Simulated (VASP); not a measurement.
The input files of a VASP run:

### KPOINTS
```
Automatic mesh
0
Gamma
8 8 8
0 0 0
```

### INCAR
```
EDIFF=1E-7
ENCUT=480   # plane-wave cut-off (eV)
LWAVE=F
NELM=100   # most electronic steps
LASPH=T   # aspherical one-centre terms
LREAL=F   # projection in real space or not
ISMEAR=0   # Gaussian
SYSTEM=NaI
LMAXMIX=4
PREC=Accurate
ISIF=2   # forces and stress, cell fixed
ALGO=Normal   # blocked Davidson
METAGGA=R2SCAN
SIGMA=0.05
LMIXTAU=T
LCHARG=F
```

File POSCAR:
```
NaI
1
    0.0483474874     3.2231658243     3.2231658243
    3.2231658243     0.0483474874     3.2231658243
    3.2715133116     3.2715133116     0.0000000000
Na I
1 1
Direct
  0.0000000000   0.0000000000   0.0000000000
  0.5000000000   0.5000000000   0.5000000000
```

POTCAR, in this order: Na_pv I (PBE.64 set). Program: vasp_std.

Q: Translate this r2SCAN calculation to Ansatz.

A: One equivalent input (not run):
Ansatz 0.2 input:
```yaml
crystal:
  lattice:
    - [0.0483475, 3.2231658, 3.2231658]
    - [3.2231658, 0.0483475, 3.2231658]
    - [3.2715133, 3.2715133, 0.0000000]
  atoms:
    - { symbol: Na, position: [0.0000000, 0.0000000, 0.0000000] }
    - { symbol: I, position: [0.5000000, 0.5000000, 0.5000000] }
kpoints:
  mp_grid: { grid: [8, 8, 8] }
hamiltonian:
  xc: r2scan
  pseudopotentials: { kind: paw }
scf:
  occupations: { method: gaussian, width: 0.05 }
  max_iter: 100
output: { forces: true, stress: true, eigenvalues: true }
```
What does not carry over: each code has its own PAW files, so the cut-off isn't converted (ENCUT is set for VASP's; basis.ecutwfc is left out, and Ansatz then takes the one that its files recommend); Ansatz stops its SCF on the density residual and VASP on the energy change (EDIFF).

The compound is NaI in the rock salt structure. This cell was strained or had an atom moved on purpose.
